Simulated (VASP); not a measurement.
Wanted: the native input for a VASP 6.6.1 run.

| Property | Result |
| --- | --- |
| Task | relaxation of cell and atoms |
| Functional | PBE |
| Potentials or basis | VASP PAW PBE potentials, release 64 (Mg, Ti_sv, O) |
| Cutoff | 520 eV |
| k mesh | 3 × 3 × 3 |
| Occupations | gaussian, width 0.15 eV |
| Spin | no spin polarisation |
| Further INCAR settings | PREC = Normal; ALGO = Fast; EDIFF = 0.0001; IBRION = 2; EDIFFG = -0.08; NSW = 24; ISIF = 3 |

The structure of MgTi3O4 lies in POSCAR:

```
MgTi3O4
1.0
    4.5071091900      0.0000000000      0.0000000000
    0.0000000000      4.5071091900      0.0000000000
    0.0000000000      0.0000000000      4.5071091900
Mg Ti O
1 3 4
Direct
    0.0000000000      0.0000000000      0.0000000000
    0.5000000000      0.0000000000      0.0000000000
    0.0000000000      0.5000000000      0.0000000000
    0.0000000000      0.0000000000      0.5000000000
    0.0000000000      0.5000000000      0.5000000000
    0.5000000000      0.0000000000      0.5000000000
    0.5000000000      0.5000000000      0.0000000000
    0.5000000000      0.5000000000      0.5000000000
```

The cell was built by a generator and needn't be a form met in nature.

These files were run (other wordings do the same):

INCAR

```
PREC = Normal
ENCUT = 520
EDIFF = 1E-4
ISMEAR = 0
SIGMA = 0.15
LREAL = F
LASPH = T
NELM = 60
ALGO = Fast
ISIF = 3
LWAVE = F
LCHARG = F
GGA = PE
IBRION = 2
NSW = 24
EDIFFG = -0.08
```

KPOINTS

```
regular mesh
0
Gamma
  3 3 3
```

Potentials or basis: VASP PAW PBE potentials, release 64 (Mg, Ti_sv, O).

Command:

```console
$ cat potpaw_PBE.64/Mg/POTCAR potpaw_PBE.64/Ti_sv/POTCAR potpaw_PBE.64/O/POTCAR > POTCAR
$ mpirun -np 1 vasp_std > vasp.out
```

Results of the run:

| Quantity | Value |
| --- | --- |
| Relaxed volume | 12.02 Å³/atom |
| Relaxed cell | a = 4.582 Å, b = 4.582 Å, c = 4.582 Å, α = 90.00°, β = 90.00°, γ = 90.00° |
| Space group after relaxing (to 0.05 Å) | Pm-3m (No. 221) |
| Energy gained by relaxing | 12.0 meV/atom |
| Ionic steps | 3 |
| Pressure after relaxing | 0.0 GPa |
| Band gap on the k mesh | none (metal or under the smearing width) |

Caveat: the k mesh is coarse (spacing up to 0.46 Å⁻¹), so the values aren't converged; semilocal functionals often make such compounds metallic where correlation or magnetic order opens a gap, which also shifts bond lengths.

Run time: 31 s on 1 thread of Intel(R) Xeon(R) Platinum 8488C (Sapphire Rapids), with other jobs on the host, peak memory 0.16 GiB.
